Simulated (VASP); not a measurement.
Input for VASP

**POSCAR**
```
Ga
1
    2.1904547502    -3.7751124719     0.0000000000
    2.1904547502     3.7751124719     0.0000000000
    0.0000000000     0.0000000000     4.4966606845
Ga
4
Direct
  0.1559271758   0.8440728242   0.9181511045
  0.3440728242   0.6559271758   0.4181511045
  0.6559271758   0.3440728242   0.5818488955
  0.8440728242   0.1559271758   0.0818488955
```

File KPOINTS:
```
Automatic mesh
0
Gamma
8 8 7
0 0 0
```

### INCAR
```
! general
SYSTEM  = Ga
PREC    = Accurate
ENCUT   = 520   ! plane-wave cut-off (eV)
LREAL   = .False.
LASPH   = .True.   ! aspherical one-centre terms

! electronic loop
EDIFF   = 1E-7
NELM    = 100
ALGO    = Normal   ! blocked Davidson
LMAXMIX = 4   ! l cut-off of mixed one-centre charges

! smearing
ISMEAR  = 1   ! Methfessel-Paxton
SIGMA   = 0.1

! functional
GGA     = PE
IVDW    = 11

! ions
IBRION  = 2   ! conjugate gradients
NSW     = 30   ! most ionic steps
ISIF    = 4
EDIFFG  = -0.01   ! ionic stop

! output
LWAVE   = .False.
LCHARG  = .False.
```

POTCAR, in this order: Ga_d (PBE.64 set). Program: vasp_std.

Q: Translate this PBE-D3 (zero damping) calculation to Quantum ESPRESSO's pw.x.

A: One equivalent input (not run):
```
&CONTROL
  calculation = 'vc-relax'
  pseudo_dir = './pseudo'
  outdir = './out'
  tprnfor = .true.
  tstress = .true.
  nstep = 30
  forc_conv_thr = 0.00039
/
&SYSTEM
  ibrav = 0
  nat = 4
  ntyp = 1
  ecutwfc = 80
  occupations = 'smearing'
  smearing = 'methfessel-paxton'
  degauss = 0.00735
  input_dft = 'pbe'
  vdw_corr = 'grimme-d3'
  dftd3_version = 3
  dftd3_threebody = .false.
/
&ELECTRONS
  conv_thr = 7.3e-09
  electron_maxstep = 100
/
&IONS
/
&CELL
  cell_dofree = 'shape'
/
ATOMIC_SPECIES
  Ga 69.723 Ga.upf
CELL_PARAMETERS angstrom
     2.1904548   -3.7751125    0.0000000
     2.1904548    3.7751125    0.0000000
     0.0000000    0.0000000    4.4966607
ATOMIC_POSITIONS crystal
  Ga   0.1559272  0.8440728  0.9181511
  Ga   0.3440728  0.6559272  0.4181511
  Ga   0.6559272  0.3440728  0.5818489
  Ga   0.8440728  0.1559272  0.0818489
K_POINTS automatic
  8 8 7 0 0 0
```
Limits of the translation: the potentials are each code's own (VASP's PAW set, PseudoDojo norm-conserving files in pw.x), so ENCUT and ecutwfc are chosen apart and not converted; conv_thr bounds pw.x's estimated SCF error, while EDIFF bounds the energy change between steps; forc_conv_thr acts on force components and is met together with etot_conv_thr.

The compound is Ga in the alpha structure. This cell is one point of a volume scan, at 0.94 of the reference volume. Symmetry was kept, so distortions that lower it aren't found.
